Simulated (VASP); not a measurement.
## Lu: relaxation of cell and atoms with r2SCAN

Crystal: Lu.

```
Lu
1.0
     3.51805    0.00000    0.00000
    -1.75903    3.04672    0.00000
     0.00000    0.00000    5.44608
Lu
2
Cartesian
  0.0000 2.0311 1.3615
  1.7590 1.0156 4.0846
```

```
Program                : VASP 6.6.1
Task                   : relaxation of cell and atoms
Functional             : r2SCAN
Potentials or basis    : VASP PAW PBE potentials, release 64 (Lu)
Cutoff                 : 600 eV
k mesh                 : 15 × 15 × 8
Occupations            : gaussian, width 0.1 eV
Spin                   : no spin polarisation
Further INCAR settings : ALGO = Normal; EDIFF = 1e-07; IBRION = 2; EDIFFG = -0.005; NSW = 90; ISIF = 3
```

```json
{"Relaxed volume": "29.20 Å³/atom", "Relaxed cell": "a = 3.513 Å, b = 3.513 Å, c = 5.466 Å, α = 90.00°, β = 90.00°, γ = 120.00°", "Space group after relaxing (to 0.05 Å)": "P6_3/mmc (No. 194)", "Energy gained by relaxing": "0.1 meV/atom", "Ionic steps": "5", "Pressure after relaxing": "0.0 GPa", "Band gap on the k mesh": "none (metal or under the smearing width)"}
```

The path:
| step | energy change (eV) | largest force (eV/Å) | pressure (GPa) | volume (Å³) |
| --- | --- | --- | --- | --- |
| 1 | 0.0000 | 0.0000 | 0.01 | 58.37 |
| 2 | -0.0002 | 0.0000 | 0.01 | 58.39 |
| 3 | -0.0003 | 0.0000 | 0.03 | 58.40 |
| 4 | -0.0003 | 0.0000 | 0.02 | 58.41 |
| 5 | -0.0003 | 0.0000 | -0.01 | 58.40 |

Final structure:
```cif
data_structure
_symmetry_space_group_name_H-M 'P 1'
_symmetry_Int_Tables_number 1
_cell_length_a 3.5125
_cell_length_b 3.5125
_cell_length_c 5.4657
_cell_angle_alpha 90.000
_cell_angle_beta 90.000
_cell_angle_gamma 120.000
_cell_volume 58.40
loop_
_atom_site_label
_atom_site_type_symbol
_atom_site_fract_x
_atom_site_fract_y
_atom_site_fract_z
_atom_site_occupancy
Lu1 Lu 0.33333 0.66667 0.25000 1
Lu2 Lu 0.66667 0.33333 0.75000 1
```

Levels at points of the mesh, in eV from the Fermi level:
| k point | band 22 | band 23 | band 24 | band 25 | band 26 | band 27 | band 28 | band 29 |
| --- | --- | --- | --- | --- | --- | --- | --- | --- |
| (0.00, 0.00, 0.00) | -5.04 | -5.03 | -2.38 | 0.57 | 2.44 | 2.44 | 2.95 | 3.24 |
| (0.00, 0.00, 0.50) | -5.04 | -4.53 | -4.53 | 1.38 | 1.38 | 2.35 | 2.35 | 2.35 |

Run time: 58 min on 1 thread of Intel(R) Xeon(R) Platinum 8488C (Sapphire Rapids) (shared host), peak memory 0.4 GiB.

Caveat: the PAW data sets were made with another functional, which shifts forces and pressure a little. The run has no spin-orbit coupling, so splittings on Lu are missing.
